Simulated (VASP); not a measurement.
# Uniaxial [001] loading of fcc rhodium at PBEsol: Young's modulus, Poisson ratio and the limits of linearity up to 2 % strain

Rhodium serves as a hard contact coating and as a layer in thin-film stacks, where a strain imposed by a substrate or a clamp has to be turned into a stress. That conversion needs elastic moduli for the loaded direction and a strain up to which they may be used. We calculate the response of fcc rhodium to strain along [001] between −2 % and +2 %, with the sides free to adjust until the stress across the axis vanishes. Strains and energies are measured against the crystal relaxed with the same functional, PBEsol, and tension is positive. The primitive cell holds one atom, on which symmetry allows no force, so the response comes entirely from the change in the shape and volume of the cell.

## Computational details

The start is an entry of the ASE's table of reference states database. The crystal was relaxed with PBEsol. Strain is imposed along [001]; the strain across the axis is adjusted until the stress across it vanishes, and the atoms are relaxed with PBEsol. VASP 6.6.1, plane waves with PAW, cutoff 450 eV, no spin polarisation, no spin-orbit coupling, k mesh 27×27×27, static lattice. The same in all rows: band gap on the k mesh at PBEsol: 0.000 eV.

Notes on method and selection:

- Runs that did not converge, have known faults or may not be shown are not listed, and runs on Ansatz's PAW sets soft_1 and soft_2 are kept to separate tables.

Columns:

- strain (%): strain along the axis (tension positive).
- transverse strain (%): strain across the axis.
- stress (GPa): stress along the axis, tension positive.
- strain energy (meV/atom): energy per atom above the relaxed crystal.

## The series

| member | strain (%) | transverse strain (%) | stress (GPa) | strain energy (meV/atom) |
| --- | --- | --- | --- | --- |
| −2 % | −2.0 | 0.643 | −7.07 | 6.131 |
| −1.5 % | −1.5 | 0.476 | −5.30 | 3.459 |
| −1 % | −1.0 | 0.315 | −3.52 | 1.570 |
| −0.5 % | −0.5 | 0.156 | −1.75 | 0.4169 |
| 0 % | 0.0 | 0.002 | −0.01 | 0.00404 |
| +0.5 % | 0.5 | −0.148 | 1.72 | 0.3320 |
| +1 % | 1.0 | −0.295 | 3.44 | 1.372 |
| +1.5 % | 1.5 | −0.437 | 5.13 | 3.120 |
| +2 % | 2.0 | −0.576 | 6.79 | 5.562 |

Least-squares fits to the whole series, with x = strain (%); R² and errors in the fitted variable (y, or ln y where the fit is in ln y):

| y | members | fit | R² | rms residual | leave-one-out rms | the same for the mean of the others |
| --- | --- | --- | --- | --- | --- | --- |
| transverse strain (%) | 9 | y = 0.01511 − 0.3046 x | 1.00 | 0.011 | 0.016 | 0.44 |
| stress (GPa) | 9 | y = −0.06333 + 3.471 x | 1.00 | 0.049 | 0.070 | 5.0 |

## What drives the series

The stress rises by 3.471 GPa per % of strain, which gives a Young's modulus along [001] of $E$ = 3.471 × 100 = 347.1 GPa. The transverse strain falls by 0.3046 % per %, so the Poisson ratio is $\nu$ = 0.305. For a cubic crystal loaded along a cube axis these two numbers fix three further moduli:

- Bulk modulus, $B = E/[3(1-2\nu)]$: 347.1 / (3 × (1 − 2 × 0.3046)) = 296 GPa.
- $C_{11}-C_{12} = E/(1+\nu)$: 347.1 / (1 + 0.3046) = 266 GPa.
- With $C_{12}/C_{11} = \nu/(1-\nu)$ = 0.3046 / (1 − 0.3046) = 0.438, $C_{11}$ = 266 / (1 − 0.438) = 473 GPa and $C_{12}$ = 473 − 266 = 207 GPa.

The geometry of the twelve nearest-neighbour bonds shows what is being deformed. At +2 % the eight bonds inclined to the axis lengthen by about (2.0 − 0.576) / 2 = 0.71 %, while the four bonds in the (001) plane shorten by 0.576 %. The sides contract until the pull of the stretched bonds is balanced by the resistance of the shortened ones. The volume is not conserved: it grows by about 2.0 − 2 × 0.576 = 0.85 %.

The stiffness is not quite constant. Between +1.5 % and +2 % the stress rises by (6.79 − 5.13) / 0.5 = 3.32 GPa per %, and between −2 % and −1.5 % by (7.07 − 5.30) / 0.5 = 3.54 GPa per %. This is the usual sign of anharmonicity: repulsion between atoms steepens as they approach, and bonding weakens as they separate.

The strain energy per atom should follow $\tfrac{1}{2}E\varepsilon^2V$, with $\varepsilon$ the axial strain and $V$ the volume per atom. Averaged over tension and compression it is (1.570 + 1.372) / 2 = 1.471 meV/atom at 1 % and (6.131 + 5.562) / 2 = 5.847 meV/atom at 2 %. The ratio is 5.847 / 1.471 = 3.97, where a purely quadratic law gives 4.

## Outliers

Largest departures from the fit to the whole series:

| member | transverse strain (%) | fit | computed − fit | in rms residuals |
| --- | --- | --- | --- | --- |
| −2 % | 0.643 | 0.624 | +0.019 | 1.6 |
| +2 % | −0.576 | −0.594 | +0.018 | 1.6 |
| 0 % | 0.002 | 0.015 | −0.013 | 1.1 |
| −0.5 % | 0.156 | 0.167 | −0.011 | 1.0 |

The largest departures of the transverse strain from its straight line are those of the two end rows, +0.019 % at −2 % and +0.018 % at +2 %, while the rows at 0 % and −0.5 % lie below the line. This is the pattern of a smooth curvature: the sides expand by 0.643 % under compression but contract by only 0.576 % under equal tension. A plausible reason is that in tension the in-plane bonds are already shortened and resist further contraction. The curvature also produces most of the fitted intercepts, which are therefore not a residual strain or stress.

The energies contain a different irregularity. The ratio of compressive to tensile energy is 0.4169 / 0.3320 = 1.26 at 0.5 % but 6.131 / 5.562 = 1.10 at 2 %. Anharmonicity would make this ratio grow with strain, so a small term linear in strain must be present. From the pair at 0.5 % it is about (0.4169 − 0.3320) / (2 × 0.5) = 0.085 meV/atom per %. Since 1.471 meV/atom at 1 % corresponds to half of 3.471 GPa times that strain, this is a stress of 0.085 × 3.471 / (2 × 1.471) = 0.10 GPa, whereas the stress printed at 0 % is −0.01 GPa. A plausible cause is the finite plane-wave basis: at fixed cutoff a larger cell holds more plane waves, which lowers the energies in tension, and the calculated stress does not include this effect.

## Short exercises

**Which strain along [001] produces a tensile stress of 2.5 GPa?**
The target lies between the rows at +0.5 % (1.72 GPa) and +1 % (3.44 GPa). Interpolation gives 0.5 + 0.5 × (2.5 − 1.72) / (3.44 − 1.72) = 0.73 %. The target lies (2.5 − 1.72) / (3.44 − 1.72) = 0.45 of the way between the two rows, so the sides contract by about 0.148 + 0.45 × (0.295 − 0.148) = 0.21 %.

**What stress does a (001) film carry if it is stretched by 0.5 % along both in-plane cube axes?**
The uniaxial row does not apply directly, because each in-plane stress opposes the extension caused by the other. For a cubic film with a free surface the biaxial modulus is $E/(1-\nu)$, which is 347.1 / (1 − 0.3046) = 499 GPa. The stress is 499 × 0.005 = 2.5 GPa, against 1.72 GPa for uniaxial loading at the same strain. Using the uniaxial value would understate the film stress by about 30 %.

**Can the modulus be taken from one strained calculation at +0.5 %?**
From the stress, yes: 1.72 / 0.5 = 3.44 GPa per %, which is 1 % below the fitted 3.471. From the energy, no. The single row gives 0.3320 / (0.5 × 0.5) = 1.33 meV/atom per %², while the pair at ±2 % gives 5.847 / 4 = 1.46, so the modulus would come out 9 % too low. Averaging the energies at +0.5 % and −0.5 % removes the linear term and gives (0.3320 + 0.4169) / (2 × 0.5 × 0.5) = 1.50, within 3 % of the value from the wider pair.

## Rules of thumb and their limits

Between −2 % and +2 %, stress taken as 3.471 GPa per % reproduces the strained rows to within about 2 %. The transverse strain is less linear: a constant Poisson ratio of 0.305 misses by up to 6 % at the ends.

These moduli describe a perfect crystal without thermal motion. Zero-point motion and thermal expansion would lower them, and PBEsol tends to make the bonds of late 4d metals slightly short and therefore too stiff, so both effects place the calculated values on the high side. Measured moduli are not compared here.

Loading along [001] gives no access to the shear modulus $C_{44}$. Rhodium, like most fcc metals, is known to be softest along [001], so a polycrystalline coating with randomly oriented grains should be stiffer than the [001] value at the same level of theory. Ordinary bulk metal also yields by dislocation motion well before the stresses of several GPa reached here.
